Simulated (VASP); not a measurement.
Input of a VASP 6.6.1 run:

Contents of INCAR:

```
SYSTEM = Zn
  PREC = Accurate
  ENCUT = 520
  EDIFF = 1E-7
  ISMEAR = 0
  SIGMA = 0.05
  LREAL = .FALSE.
  LASPH = .TRUE.
  NELM = 80
  ALGO = Normal
  ISIF = 2
  LWAVE = .FALSE.
  LCHARG = .TRUE.
  LDIPOL = .TRUE.
  IDIPOL = 3
  DIPOL = 0.5 0.5 0.500
  GGA = PE
  LELF = .TRUE.
  LVHAR = .TRUE.
  LVACPOTAV = .TRUE.
```

File KPOINTS:

```
Automatic mesh
0
G
  11 11 1
  0 0 0
```

File POSCAR:

```
Zn
1.0
    2.6647980532      0.0000000000      0.0000000000
   -1.3323990266      2.3077828100      0.0000000000
    0.0000000000      0.0000000000     27.3667500000
Zn
6
Direct
    0.6666666667      0.3333333334      0.2740551947
    0.3333333333      0.6666666666      0.3644331168
    0.6666666667      0.3333333334      0.4548110389
    0.3333333333      0.6666666666      0.5451889611
    0.6666666667      0.3333333334      0.6355668832
    0.3333333333      0.6666666666      0.7259448053
```

Potentials or basis: VASP PAW PBE potentials, release 64 (Zn).

Command:

```sh
$ cat potpaw_PBE.64/Zn/POTCAR > POTCAR
$ mpirun -np 1 vasp_std > vasp.out
```

Problem. Estimate the work function of the upper face.

Solution. 4.16 eV.

Problem. Predict the work function of the lower face.

Solution. 4.16 eV.

Problem. Estimate the band gap on the k mesh.

Solution. None (metal or under the smearing width).

Forces in eV/Å, atoms in the order of the input:
```
Zn   0.000  0.000 -0.029
Zn   0.000  0.000  0.100
Zn   0.000  0.000 -0.076
Zn   0.000  0.000  0.076
Zn   0.000  0.000 -0.100
Zn   0.000  0.000  0.029
```
